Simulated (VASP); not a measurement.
The input files of a VASP run:

**INCAR**
```
SYSTEM = LiF
PREC = Accurate
ENCUT = 520
EDIFF = 1E-6
NELM = 100
ALGO = Normal
LREAL = .FALSE.
LASPH = .TRUE.
ISMEAR = 0
SIGMA = 0.05
GGA = PE
IVDW = 13
LWAVE = .FALSE.
LCHARG = .FALSE.
IBRION = 2
ISIF = 3
NSW = 60
EDIFFG = -0.01
```

POSCAR:
```
LiF
1.0
  0.0000000000   2.0150000000   2.0150000000
  2.0150000000   0.0000000000   2.0150000000
  2.0150000000   2.0150000000   0.0000000000
Li F
1 1
Cart
  0.0000000000   0.0000000000   0.0000000000
  2.0150000000   2.0150000000   2.0150000000
```

File KPOINTS:
```
Automatic mesh
0
Gamma
10 10 10
0 0 0
```

POTCAR, in this order: Li_sv F (PBE.64 set). Program: vasp_std.

Problem. Write an equivalent input for Ansatz.

Solution. One equivalent input (not run):
Ansatz 0.2 input:
```yaml
crystal:
  lattice:
    - [0.0000000, 2.0150000, 2.0150000]
    - [2.0150000, 0.0000000, 2.0150000]
    - [2.0150000, 2.0150000, 0.0000000]
  atoms:
    - { symbol: Li, position: [0.0000000, 0.0000000, 0.0000000] }
    - { symbol: F, position: [0.5000000, 0.5000000, 0.5000000] }
kpoints:
  mp_grid: { grid: [10, 10, 10] }
hamiltonian:
  xc: pbe
  dispersion: d4
  pseudopotentials: { kind: paw }
scf:
  occupations: { method: gaussian, width: 0.05 }
  max_iter: 100
relax:
  max_steps: 60
  f_tol: 0.01
  cell: {}
output: { forces: true, stress: true, eigenvalues: true }
```
The two are equivalent in intent, not identical: each code has its own PAW files, so the cut-off isn't converted (ENCUT is set for VASP's; basis.ecutwfc is left out, and Ansatz then takes the one that its files recommend); Ansatz stops its SCF on the density residual and VASP on the energy change (EDIFF).

The compound is LiF in the rock salt structure. This run relaxes it. Symmetry was kept, so distortions that lower it aren't found.
